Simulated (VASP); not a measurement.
Crystal: Cs2InAgBr6.

```
CELL_PARAMETERS angstrom
0.00000 5.61200 5.61200
5.61200 0.00000 5.61200
5.61200 5.61200 0.00000
ATOMIC_POSITIONS crystal
Cs 0.75000 0.75000 0.75000
Cs 0.25000 0.25000 0.25000
In 0.00000 0.00000 0.00000
Ag 0.50000 0.50000 0.50000
Br 0.75599 0.24400 0.24400
Br 0.24400 0.24400 0.75599
Br 0.24400 0.75599 0.75599
Br 0.24400 0.75599 0.24400
Br 0.75599 0.24400 0.75599
Br 0.75599 0.75599 0.24400
```

The cell comes from a database or a generator and needn't be the stable form of this composition.

* Program: VASP 6.6.1
* Task: relaxation of cell and atoms
* Functional: PBEsol
* Potentials or basis: VASP PAW PBE potentials, release 64 (Cs_sv, In_d, Ag, Br)
* Cutoff: 600 eV
* k mesh: 6 × 6 × 6
* Occupations: methfessel-paxton, width 0.1 eV
* Spin: no spin polarisation

At the start: pressure -1.8 GPa; volume 35.35 Å³/atom.

Task: How do energy, volume and symmetry change on relaxing?

Result: Over 6 steps the energy falls by 17.9 meV/atom and the volume is 32.49 Å³/atom (-8.1 %); space group Fm-3m (No. 225, to 0.05 Å).

The path:
```csv
step,energy change (eV),largest force (eV/Å),pressure (GPa),volume (Å³)
1,0.0000,0.0047,-1.85,353.49
2,-0.1516,0.1803,-0.44,333.02
3,-0.1586,0.2288,-0.01,328.11
4,-0.1715,0.1417,0.00,326.86
5,-0.1789,0.0207,0.04,324.57
6,-0.1792,0.0052,0.04,324.91
```

Final structure:
```
CELL_PARAMETERS angstrom
0.00000 5.45649 5.45649
5.45649 0.00000 5.45649
5.45649 5.45649 0.00000
ATOMIC_POSITIONS crystal
Cs 0.75000 0.75000 0.75000
Cs 0.25000 0.25000 0.25000
In 0.00000 0.00000 0.00000
Ag 0.50000 0.50000 0.50000
Br 0.75326 0.24674 0.24674
Br 0.24674 0.24674 0.75326
Br 0.24674 0.75326 0.75326
Br 0.24674 0.75326 0.24674
Br 0.75326 0.24674 0.75326
Br 0.75326 0.75326 0.24674
```

Caveat: the PAW data sets were made with another functional, which shifts forces and pressure a little.
